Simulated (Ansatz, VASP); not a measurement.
# Ti2S2N (Ti2NS2 MXene monolayer) in two plane-wave programs

One calculation is typed for both programs; each brings its own data sets. How far apart do they land? The cell is taken from a series of runs on this material, whose earlier steps may have relaxed, scaled, displaced or heated it; both programs get it as it stands.

Calculated with Ansatz 0.2.0; plane waves, with VASP 6.6.1 beside it; single point at PBE with D3(BJ).

**1. The starting structure**

The cell holds 5 atoms: 2 S, 2 Ti and 1 N. Its edges and angles: a = 3.145 Å, b = 3.145 Å, c = 23.422 Å, α = 90.0°, β = 90.0°, γ = 120.0°. Vacuum lies along c.

Coordinates:

```
S Ti N
1.0
     3.14484    0.00000    0.00000
    -1.57242    2.72351    0.00000
     0.00000    0.00000   23.42153
S Ti N
2 2 1
Direct
  0.33333 0.66667 0.38426
  0.66667 0.33333 0.61574
  0.66667 0.33333 0.45028
  0.33333 0.66667 0.54972
  0.00000 0.00000 0.50000
```

**2. Ansatz: single point, PBE with D3(BJ)**

Ansatz runs on its default PAW (the set named soft_2) files.

With cell and atoms fixed, the geometry can't cause a difference; cores, projectors, grids and the points listed under the comparison can.

The input, input.yaml:

```yaml
crystal:
  lattice:
    - [3.1448399273, 0.0, 0.0]
    - [-1.5724199636, 2.7235112679, 0.0]
    - [0.0, 0.0, 23.4215271806]
  atoms:
    - { symbol: S, position: [0.3333333333, 0.6666666667, 0.3842618771] }
    - { symbol: Ti, position: [0.6666666667, 0.3333333333, 0.4502779366] }
    - { symbol: "N", position: [0.0, 0.0, 0.5] }
    - { symbol: Ti, position: [0.3333333333, 0.6666666667, 0.5497220634] }
    - { symbol: S, position: [0.6666666667, 0.3333333333, 0.6157381229] }
kpoints:
  mp_grid: { grid: [18, 18, 1] }
  band_path:
    path: [[0, 0, 0], [0.5, 0, 0], [0.33333333, 0.33333333, 0], [0, 0, 0]]
    npoints: 16
hamiltonian:
  xc: pbe
  dispersion: d3bj
scf:
  occupations: { method: fermi_dirac, width: 0.05 }
  convergence: { dr2_threshold: 1.0e-10 }
efield:
  axis: 3
  dipole_correction: true
  ramp_position: 0.97
  ramp_width: 0.06
  amplitude: 0
output:
  dos: { projected: true, e_range: [-6, 5] }
  bader: true
  write_potential: true
  write_density: true
  volumetric_format: npy
  elf: true
```

Started as:

```bash
> ansatz run input.yaml --threads 4 --pin off --max-ram 6144MiB --backend cpu --events-out ev --progress --plain --runs-dir out
```

Numbers of over 12 decimals in the logs are rounded to 6 here.

What it wrote:

```text
Engine: ansatz 0.2.0, x86_64-unknown-linux-gnu
Pseudopotentials: kind: paw
Pseudopotential: S, paw, valence charge 6, recommended cutoff 420 eV (normal), S.paw.azcp
Pseudopotential: Ti, paw, valence charge 12, recommended cutoff 420 eV (normal), Ti.paw.azcp
Pseudopotential: N, paw, valence charge 5, recommended cutoff 420 eV (normal), N.paw.azcp
Functional definition: PBE
  parameter kappa = 0.804
  parameter beta = 0.066725
  exchange = pbe_x(kappa = kappa, mu = beta*pi^2/3)
  correlation = pbe_c(beta = beta)
Crystal: 5 atoms, lattice volume = 200.606 Å³
Basis set: ecut = 420 eV, 3883 PW (Γ)
Bands: 26, of which v1, the nominal top of the filled ones, is band 21 counted from 1 (20 counted from 0)
Symmetry: 6 space group operations
k-points: 37 of 324 (time reversal used)
Non-local potential: S, projectors of the file, l = 0: 2, l = 1: 2, l = 2: 2
Non-local potential: Ti, projectors of the file, l = 0: 3, l = 1: 2, l = 2: 3, l = 3: 1
Non-local potential: N, projectors of the file, l = 0: 2, l = 1: 2, l = 2: 1
PAW form: soft (Blöchl's): semilocal exchange-correlation on the pseudo side does not see the compensation charge
PAW one-centre angular grid: S, 110 points (default); XC on 64 Gauss nodes
PAW one-centre angular grid: Ti, 590 points (default); XC on 64 Gauss nodes
PAW one-centre angular grid: N, 110 points (default); XC on 64 Gauss nodes
Initial density: superposition of atomic densities (neutral atoms: chi_scale 0, normalization atom), corrected by the library's trained network
Initial wavefunctions: pseudopotential atomic-orbital guess
Functional: x = pbe(κ = 0.804, μ = 0.219515), c = pbe(β = 0.066725)
SCF iter   1: F=—  HF=-7196.307624 eV  |F-HF|=—  |Δ(HF+E_count)|=         —  Δρ=3.43e-3  dr2=5.21e-2  ethr=1.77e-3  p=0.000 e·Å  D=1.22e-13 V/Å  ΔV_dip=-0.00 eV  dr2_dipole=1.58e-8  V_vac-E_F(+/−)=5.97/5.97 eV  ⟨swp⟩=7.8  Hψ=5023  notcnv=0
efield: sawtooth ramp at fractional position 0.9700 (set: `efield.ramp_position`, or a place that a band, a saddle search or an elastic batch's reference lends), width 0.0600; the density the first Hamiltonian is built on has a dipole p = 0.000 e·Å; the dipole correction subtracts the counter field D = 1.22e-13 V/Å, which shifts the + side's vacuum level by -0.00 eV against the − side's; the planar-averaged density in the ramp window peaks in size at 1.7e-5 e/Å³
preconditioner: auto → LDOS  [metal: Δε(μ)=0.051 eV  Ē_g=7.488 eV  σ=0.050 eV  W_gap=0.25  n_scr=14 (ndim 8)  ℏωp=13.1 eV  f_vac=0.622  D(μ)=1.66/eV (n_scr^D=8)  β→1.0]
SCF iter   2: F=—  HF=-7196.306872 eV  |F-HF|=—  |Δ(HF+E_count)|=   7.51e-4  Δρ=4.31e-3  dr2=4.98e-2  ethr=1.27e-4  p=-0.000 e·Å  D=-3.64e-5 V/Å  ΔV_dip=0.00 eV  dr2_dipole=1.33e-7  V_vac-E_F(+/−)=5.78/5.77 eV  ⟨swp⟩=3.6  Hψ=2331  notcnv=0  defer=10
SCF iter   3: F=—  HF=-7196.297953 eV  |F-HF|=—  |Δ(HF+E_count)|=   8.92e-3  Δρ=3.19e-4  dr2=1.95e-4  ethr=1.21e-4  p=-0.000 e·Å  D=-1.09e-5 V/Å  ΔV_dip=0.00 eV  dr2_dipole=2.19e-9  V_vac-E_F(+/−)=5.80/5.80 eV  ⟨swp⟩=2.1  Hψ=1610  notcnv=0  defer=10
SCF iter   4: F=—  HF=-7196.298016 eV  |F-HF|=—  |Δ(HF+E_count)|=   6.37e-5  Δρ=1.15e-4  dr2=2.59e-5  ethr=4.75e-7  p=0.000 e·Å  D=8.27e-7 V/Å  ΔV_dip=-0.00 eV  dr2_dipole=7.30e-10  V_vac-E_F(+/−)=5.78/5.78 eV  ⟨swp⟩=3.3  Hψ=1852  notcnv=0  defer=10
SCF iter   5: F=—  HF=-7196.298030 eV  |F-HF|=—  |Δ(HF+E_count)|=   1.32e-5  Δρ=2.66e-5  dr2=1.52e-6  ethr=6.32e-8  p=-0.000 e·Å  D=-1.37e-7 V/Å  ΔV_dip=0.00 eV  dr2_dipole=2.83e-12  V_vac-E_F(+/−)=5.77/5.77 eV  ⟨swp⟩=2.1  Hψ=1441  notcnv=0  defer=10
SCF iter   6: F=—  HF=-7196.297971 eV  |F-HF|=—  |Δ(HF+E_count)|=   5.86e-5  Δρ=8.38e-6  dr2=1.45e-7  ethr=3.70e-9  p=0.000 e·Å  D=4.34e-7 V/Å  ΔV_dip=-0.00 eV  dr2_dipole=1.72e-11  V_vac-E_F(+/−)=5.77/5.77 eV  ⟨swp⟩=3.0  Hψ=1829  notcnv=0  defer=10
SCF iter   7: F=—  HF=-7196.297971 eV  |F-HF|=—  |Δ(HF+E_count)|=   1.11e-7  Δρ=2.15e-6  dr2=1.38e-8  ethr=3.55e-10  p=0.000 e·Å  D=4.63e-8 V/Å  ΔV_dip=-0.00 eV  dr2_dipole=1.15e-12  V_vac-E_F(+/−)=5.77/5.77 eV  ⟨swp⟩=2.6  Hψ=1700  notcnv=0  defer=10
SCF iter   8: F=—  HF=-7196.297971 eV  |F-HF|=—  |Δ(HF+E_count)|=   8.78e-9  Δρ=5.48e-7  dr2=6.16e-10  ethr=3.37e-11  p=0.000 e·Å  D=1.87e-8 V/Å  ΔV_dip=-0.00 eV  dr2_dipole=4.96e-15  V_vac-E_F(+/−)=5.77/5.77 eV  ⟨swp⟩=2.6  Hψ=1746  notcnv=0  defer=10
SCF iter   9: F=-7196.297971 eV  HF=-7196.297971 eV  |F-HF|=6.73e-11  |Δ(HF+E_count)|=  5.57e-10  Δρ=1.53e-7  dr2=3.31e-11  ethr=1.00e-12  p=-0.000 e·Å  D=-1.23e-8 V/Å  ΔV_dip=0.00 eV  dr2_dipole=1.21e-14  V_vac-E_F(+/−)=5.77/5.77 eV  ⟨swp⟩=5.8  Hψ=2991  notcnv=0
SCF 1 converged in 9 iterations: F = -7196.297971 eV  dr2 = 3.31e-11
  greatest PAW one-centre occupation: 0.999 electrons in one spin orbital (limit 2), on the Ti atom at site 3 (counted from 0), in its partial waves of l = 0
NSCF: frozen V_eff on 49 k-points
efield: sawtooth ramp at fractional position 0.9700 (kept from the solve that this one continues, or follows in the run), width 0.0600; the density the first Hamiltonian is built on has a dipole p = -0.000 e·Å; the dipole correction subtracts the counter field D = -1.23e-8 V/Å, which shifts the + side's vacuum level by +0.00 eV against the − side's; the planar-averaged density in the ramp window peaks in size at 3.5e-6 e/Å³
WARN: The output density's exchange-correlation potential varies sharply where the density is thin. Do not read a vacuum level from v_tot or v_xc, or from such a field of the output density. On a cell that repeats whose density bears no net charge and no dipole along the vacuum's axis use v_es (v_loc + v_h of the components); under efield.dipole_correction with no amplitude use v_es + v_field, which holds any externa [...]
SCF converged after 9 iterations
Free energy (F): -7196.297971 eV
Harris-Foulkes:  -7196.297971 eV  (|F-HF|=6.73e-11)
Internal energy: -7196.284353 eV  (E = F + TS)
E sigma→0 (E₀):  -7196.291162 eV
Entropy (-TS):   -0.013618 eV (-2.724 meV/atom)
Fermi energy:    0.209757 eV
Dipole field:    D = 0.000000 V/Å  (p = 0.000000 e·Å, saw-weighted, corrected)
Work function:   Φ+ = 5.7735 eV   Φ− = 5.7736 eV
Levels:          The Fermi level and band energies are counted from a zero that moves with the ramp; work functions are not
--- Per-component energies (eV) ---
  E_band       = -765.059239
  E_kinetic    = 893.701324
  E_local      = -39692.840917  (includes V_loc(G=0)·N_el)
  E_nonlocal   = 114.772980
  E_hartree    = 19393.748885
  E_xc         = -453.058513
  E_vxc        = -500.337867  (∫ρ·V_xc dr)
  E_paw        = -3421.213625  (= ΣΔE_a)
  E_vpaw       = -367.853348  (= ΣTr[D̂ρ^β])
  E_aug_tail   = 0.000321  (compensation charges beyond the density's cutoff)
  E_efield     = 0.000000  (sawtooth field / dipole correction)
  E_vefield    = 0.000000  (∫n·V_field dr)
  E_ewald      = 15970.383837
  E_disp       = -1.778646  (pairwise vdW)
  E_smearing   = -0.013618  (= −TS)
  E_closure    = -0.000000  (closes the sum)
  Σ components = -7196.297971   (vs F -7196.297971, Δ=0.00e0)
--- Band table (eV; the first three rows and the last of 37) ---
  k-point 0: bands = [... 17 lower, -0.9025, 0.4263, 0.4263, 0.5479, 0.5479, 0.7499, 1.7780, 1.7780, ... 1 higher]
  k-point 1: bands = [... 17 lower, -0.8594, -0.0524, 0.0783, 0.5868, 0.8768, 0.9742, 1.7631, 1.8090, ... 1 higher]
  k-point 2: bands = [... 17 lower, -0.9035, -0.7244, -0.2695, 0.4187, 1.1345, 1.2383, 1.7561, 1.9631, ... 1 higher]
  k-point 36: bands = [... 17 lower, -3.2489, -2.4094, -2.4094, 1.4354, 1.4354, 1.5947, 2.5819, 2.5819, ... 1 higher]
--- Bader charges: 5 sites ---
  site symbol  charge [e]  shift [e]
     0      S     -0.8169     0.0005
     1     Ti      1.6863     0.0007
     2      N     -1.7390     0.0004
     3     Ti      1.6863     0.0007
     4      S     -0.8169     0.0005
  estimated error of the sums over rays = 8.5e-4 e
```

**3. VASP: single point, PBE with D3(BJ)**

The same cell, functional, mesh and smearing now go to VASP, with its own data sets.

Lines of VASP's logs that name or quote its potential files are left out, and so is its time.

The input, INCAR:

```
SYSTEM = Ti2S2N
PREC = Accurate
ENCUT = 520
EDIFF = 1E-06
NELM = 120
ISMEAR = -1
SIGMA = 0.05
LREAL = .FALSE.
ALGO = Normal
GGA = PE
IVDW = 12
NBANDS = 26
LASPH = .TRUE.
LORBIT = 11
LWAVE = .FALSE.
LCHARG = .FALSE.
ISIF = 2
LDIPOL = .TRUE.
IDIPOL = 3
DIPOL = 0.5 0.5 0.5
LVHAR = .TRUE.
GGA_COMPAT = .FALSE.
NELMDL = -8
KPAR = 2
```

The input, POSCAR:

```
Ti2S2N
1.0
    3.1448399273      0.0000000000      0.0000000000
   -1.5724199636      2.7235112679      0.0000000000
    0.0000000000      0.0000000000     23.4215271806
S Ti N
2 2 1
Direct
    0.3333333333      0.6666666667      0.3842618771
    0.6666666667      0.3333333333      0.6157381229
    0.6666666667      0.3333333333      0.4502779366
    0.3333333333      0.6666666667      0.5497220634
    0.0000000000      0.0000000000      0.5000000000
```

The input, KPOINTS:

```
Automatic mesh
0
Gamma
18 18 1
0 0 0
```

Potentials, in the order of the species: S, Ti_sv and N (PBE family, release 64).

Started as:

```bash
> mpirun -np 2 vasp_std
```

What it wrote:

```text
[banner, memory and clock lines left out]
running    2 mpi-ranks, on    1 nodes
 distrk:  each k-point on    1 cores,    2 groups
 distr:  one band on    1 cores,    1 groups

 POSCAR found type information on POSCAR S TiN
 POSCAR found :  3 types and       5 ions
 LDA part: xc-table for (Slater+PW92), standard interpolation
 POSCAR, INCAR and KPOINTS ok, starting setup
 FFT: planning ... GRIDC
 FFT: planning ... GRID_SOFT
 FFT: planning ... GRID
 WAVECAR not read
 entering main loop
       N       E                     dE             d eps       ncg     rms          rms(c)
DAV:   1     0.454061965512E+03    0.45406E+03   -0.20415E+04  2252   0.141E+03
DAV:   2     0.214726405993E+02   -0.43259E+03   -0.42485E+03  2250   0.411E+02
DAV:   3    -0.414816010669E+02   -0.62954E+02   -0.62132E+02  3288   0.145E+02
DAV:   4    -0.469666794609E+02   -0.54851E+01   -0.54782E+01  3032   0.360E+01
DAV:   5    -0.474567594547E+02   -0.49008E+00   -0.49003E+00  2872   0.880E+00
DAV:   6    -0.474694020015E+02   -0.12643E-01   -0.12642E-01  2928   0.183E+00
DAV:   7    -0.474701509922E+02   -0.74899E-03   -0.74899E-03  2872   0.298E-01
DAV:   8    -0.474701586795E+02   -0.76874E-05   -0.76874E-05  2936   0.433E-02    0.235E+01
DAV:   9    -0.407572247611E+02    0.67129E+01   -0.72159E+01  2566   0.644E+01    0.122E+01
DAV:  10    -0.398306106395E+02    0.92661E+00   -0.26519E+01  2580   0.351E+01    0.740E+00
DAV:  11    -0.393622524076E+02    0.46836E+00   -0.49736E+00  2602   0.152E+01    0.388E+00
DAV:  12    -0.393876105132E+02   -0.25358E-01   -0.44234E-01  2870   0.444E+00    0.220E+00
DAV:  13    -0.393259222052E+02    0.61688E-01   -0.54047E-01  2638   0.501E+00    0.823E-01
DAV:  14    -0.393257022919E+02    0.21991E-03   -0.18531E-02  2682   0.122E+00    0.571E-01
[...]
DAV:  21    -0.393234300116E+02   -0.10167E-03   -0.20017E-05  2140   0.241E-02    0.780E-03
DAV:  22    -0.393234828316E+02   -0.52820E-04   -0.12050E-05  2342   0.220E-02    0.410E-03
DAV:  23    -0.393235013507E+02   -0.18519E-04   -0.71152E-07  1388   0.579E-03    0.385E-03
DAV:  24    -0.393235133198E+02   -0.11969E-04   -0.14003E-06  1570   0.655E-03    0.132E-03
DAV:  25    -0.393235152289E+02   -0.19091E-05   -0.16755E-07  1158   0.261E-03    0.741E-04
DAV:  26    -0.393235170810E+02   -0.18521E-05   -0.13244E-07  1062   0.226E-03    0.830E-04
DAV:  27    -0.393235193950E+02   -0.23140E-05   -0.17120E-07  1152   0.242E-03    0.632E-04
DAV:  28    -0.393235203369E+02   -0.94191E-06   -0.42759E-08   998   0.117E-03
   1 F= -.41101991E+02 E0= -.41095173E+02  d E =-.136357E-01
```

OUTCAR, selected parts (step 3):

```text
ion  position               nearest neighbor table
   1  0.333  0.667  0.384-   3 2.38   3 2.38   3 2.38
   2  0.667  0.333  0.616-   4 2.38   4 2.38   4 2.38
   3  0.667  0.333  0.450-   5 2.16   5 2.16   5 2.16   1 2.38   1 2.38   1 2.38
   4  0.333  0.667  0.550-   5 2.16   5 2.16   5 2.16   2 2.38   2 2.38   2 2.38
   5  0.000  0.000  0.500-   3 2.16   4 2.16   4 2.16   3 2.16   3 2.16   4 2.16

  LATTYP: Found a hexagonal cell.
 ALAT       =     3.1448399273
 C/A-ratio  =     7.4476055132

 Subroutine GETGRP returns: Found 12 space group operations
 (whereof 12 operations were pure point group operations)

The static configuration has the point symmetry D_3d.

 Found     37 irreducible k-points:

   k-points           NKPTS =     37   k-points in BZ     NKDIM =     37   number of bands    NBANDS=     26

   dimension x,y,z NGX =    24 NGY =   24 NGZ =  180
   dimension x,y,z NGXF=    48 NGYF=   48 NGZF=  360

   ENCUT  =  520.0 eV  38.22 Ry    6.18 a.u.   5.85  5.85 43.55*2*pi/ulx,y,z

   NELECT =      41.0000    total number of electrons

 k-points in reciprocal lattice and weights: Automatic mesh
   0.00000000  0.00000000  0.00000000       0.003
   0.05555556 -0.00000000  0.00000000       0.019
   0.11111111 -0.00000000  0.00000000       0.019
   0.16666667  0.00000000  0.00000000       0.019
   0.22222222  0.00000000  0.00000000       0.019
   0.27777778  0.00000000  0.00000000       0.019
   0.33333333  0.00000000  0.00000000       0.019
   0.38888889  0.00000000  0.00000000       0.019
   0.44444444  0.00000000  0.00000000       0.019
[...]
0.33333333  0.27777778  0.00000000       0.037
   0.33333333  0.33333333  0.00000000       0.006

 dipolmoment           0.000000      0.000000      0.000000 electrons x Angstroem

 average (electrostatic) potential at core
       1 -92.1189       2 -92.1189       3 -82.3283       4 -82.3283       5 -70.3357

 E-fermi :  -0.9992

 k-point     1 :       0.0000    0.0000    0.0000
  band No.  band energies     occupation
    ...
     14      -5.3832      2.00000
     15      -4.5997      2.00000
     16      -2.8623      2.00000
     17      -2.1074      2.00000
     18      -2.1074      2.00000
     19      -0.7825      0.02589
     20      -0.7825      0.02589
     21      -0.6579      0.00217
     22      -0.6579      0.00217
     23      -0.4616      0.00004
    ...

 k-point     2 :       0.0556   -0.0000    0.0000
  band No.  band energies     occupation
    ...
     16      -3.0549      2.00000
     17      -2.1093      2.00000
     18      -2.0669      2.00000
     19      -1.2590      1.98898
     20      -1.1283      1.85943
     21      -0.6234      0.00109
     22      -0.3312      0.00000
     23      -0.2348      0.00000
     24       0.5523      0.00000
     25       0.5979      0.00000
    ...

 k-point     3 :       0.1111   -0.0000    0.0000
  band No.  band energies     occupation
    ...
     16      -3.4671      2.00000
     17      -2.1317      2.00000
     18      -2.1142      2.00000
     19      -1.9314      2.00000
     20      -1.4752      1.99985
     21      -0.7912      0.03074
     22      -0.0748      0.00000
     23       0.0289      0.00000
     24       0.5454      0.00000
     25       0.7516      0.00000
    ...

 Edisp (eV)   -1.77847

  Total       0.01481     0.01481    -0.02815     0.00000     0.00000     0.00000
  in kB       0.11830     0.11830    -0.22484     0.00000     0.00000     0.00000
  external pressure =        0.00 kB  Pullay stress =        0.00 kB

  energy-cutoff  :      520.00
  volume of cell :      200.61
      direct lattice vectors                 reciprocal lattice vectors
     3.144839927  0.000000000  0.000000000     0.317981208  0.183586536  0.000000000
    -1.572419964  2.723511268  0.000000000     0.000000000  0.367173072  0.000000000
     0.000000000  0.000000000 23.421527181     0.000000000  0.000000000  0.042695764

 POSITION                                       TOTAL-FORCE (eV/Angst)
 -----------------------------------------------------------------------------------
     -0.00000      1.81567      9.00000         0.000000      0.000000      0.008551
      1.57242      0.90784     14.42153         0.000000     -0.000000     -0.008551
      1.57242      0.90784     10.54620        -0.000000      0.000000     -0.028173
     -0.00000      1.81567     12.87533         0.000000     -0.000000      0.028173
      0.00000      0.00000     11.71076         0.000000      0.000000      0.000000
 -----------------------------------------------------------------------------------
    total drift:                                0.000000     -0.000000      0.000000

  FREE ENERGIE OF THE ION-ELECTRON SYSTEM (eV)
  ---------------------------------------------------
  free  energy   TOTEN  =       -41.1019909717 eV

  energy  without entropy=      -41.0883552441  energy(sigma->0) =      -41.09517311

 vacuum level on the upper side and lower side of the slab         4.758         4.758

 total charge
# of ion       s       p       d       tot
------------------------------------------
    1        1.366   2.369   0.000   3.735
    2        1.366   2.369   0.000   3.735
    3        2.189   6.214   1.927  10.330
    4        2.189   6.214   1.927  10.330
    5        1.251   2.454   0.000   3.705
--------------------------------------------------
tot          8.361  19.620   3.855  31.836

[... 3 further parts left out ...]
```

This run has no spin polarisation, so a moment on Ti, if there is one, isn't seen. Its electron count is odd, so without a moment it is a metal by construction.

**4. Differences**

Known differences besides the potentials themselves: the cutoff is 420 eV in Ansatz and 520 eV in VASP. Total energies have different zeros and are not compared.

Compared:

```csv
quantity,Ansatz,VASP,difference
"work function, lower of the two faces (eV)",5.77,5.76,+0.02
"work function, higher of the two faces (eV)",5.77,5.76,+0.02
```

With vacuum in the cell, a pressure given here is an average over mostly empty space and none of the material.

**5. Results**

| Item | Value |
| --- | --- |
| difference in work function, higher of the two faces (single point, PBE with D3(BJ)) | 0.016 eV |

In words: The difference in work function, higher of the two faces is 0.016 eV (single point, PBE with D3(BJ)). How closely two codes agree says nothing of how well the functional describes the real material.

[Lines on the potential files, build, host, timing and source positions are cut from VASP's logs without a mark.]

[Logs are printed without paths, hosts, clocks, repeated set-up lines and the standing remarks that a program may print on its own settings, such as how far it seeks lower states.]

[Hosts, paths, dates, database ids (printed as entryN), source tags and the programs' standing remarks are cut or masked in the printed files.]
